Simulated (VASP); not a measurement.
FeSi:

```
CELL_PARAMETERS angstrom
4.55070 0.00000 0.00000
0.00000 4.55070 0.00000
0.00000 0.00000 4.55070
ATOMIC_POSITIONS crystal
Fe 0.13652 0.13652 0.13652
Fe 0.36348 0.86348 0.63652
Fe 0.63652 0.36348 0.86348
Fe 0.86348 0.63652 0.36348
Si 0.84240 0.84240 0.84240
Si 0.65760 0.15760 0.34240
Si 0.34240 0.65760 0.15760
Si 0.15760 0.34240 0.65760
```

Base run:

- Program: VASP 6.6.1
- Functional: TB-mBJ
- Potentials or basis: VASP PAW PBE potentials, release 64 (Fe, Si)
- Cutoff: 520 eV
- k mesh: 6 × 6 × 6
- Occupations: fermi-dirac, width 0.01 eV
- Spin: no spin polarisation

Its results: band gap on the k mesh 0.35 eV, indirect (least direct gap 0.36 eV).

The run is repeated on the same cell with these changes: functional from TB-mBJ to LDA; potentials or basis from VASP PAW PBE potentials, release 64 (Fe, Si) to VASP PAW LDA potentials, release 64 (Fe, Si). What comes out?

Band gap on the k mesh 0.10 eV, indirect (least direct gap 0.12 eV).
